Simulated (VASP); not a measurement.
OSZICAR of a VASP run on CdF$_{2}$ (fluorite):

OSZICAR:
```
       N       E                     dE             d eps       ncg     rms          rms(c)
DAV:   1     0.209939159715E+03    0.20994E+03   -0.16229E+04   696   0.157E+03
DAV:   2     0.275029752145E+01   -0.20719E+03   -0.20141E+03   759   0.388E+02
DAV:   3    -0.579668704670E+01   -0.85470E+01   -0.85242E+01   752   0.892E+01
DAV:   4    -0.583767210291E+01   -0.40985E-01   -0.40979E-01   754   0.616E+00
DAV:   5    -0.583782446971E+01   -0.15237E-03   -0.15237E-03   749   0.334E-01    0.112E+01
DAV:   6    -0.395645225867E+01    0.18814E+01   -0.57435E+00   910   0.440E+01    0.800E+00
DAV:   7    -0.399164965992E+01   -0.35197E-01   -0.83042E-01   683   0.991E+00    0.470E+00
DAV:   8    -0.398087163450E+01    0.10778E-01   -0.14080E-01   684   0.406E+00    0.685E-01
DAV:   9    -0.397281219455E+01    0.80594E-02   -0.36153E-02   861   0.253E+00    0.851E-02
DAV:  10    -0.397321301794E+01   -0.40082E-03   -0.26872E-03   681   0.643E-01    0.100E-01
DAV:  11    -0.397324903066E+01   -0.36013E-04   -0.82992E-05   712   0.119E-01    0.303E-02
DAV:  12    -0.397325745165E+01   -0.84210E-05   -0.18627E-05   683   0.509E-02    0.173E-02
DAV:  13    -0.397325730129E+01    0.15035E-06   -0.24808E-06   735   0.155E-02    0.727E-03
DAV:  14    -0.397325712548E+01    0.17581E-06   -0.41325E-07   682   0.126E-02    0.674E-04
DAV:  15    -0.397325712440E+01    0.10855E-08   -0.27997E-08   348   0.210E-03
   1 F= -.39732571E+01 E0= -.39732571E+01  d E =-.558689E-11
```

Which electronic solver shows in the log?

It is blocked Davidson (ALGO = Normal, or the opening steps of other solvers). The INCAR had ALGO = Normal.

Can the final energy be trusted as converged?

Self-consistency was reached. It stopped with EDIFF = 1E-7, NELM = 100 (optB88-vdW, plane waves, VASP's PBE PAW potentials (set 64)).

The compound is CdF2 in the fluorite structure. This cell is one point of a volume scan, at 0.94 of the reference volume.
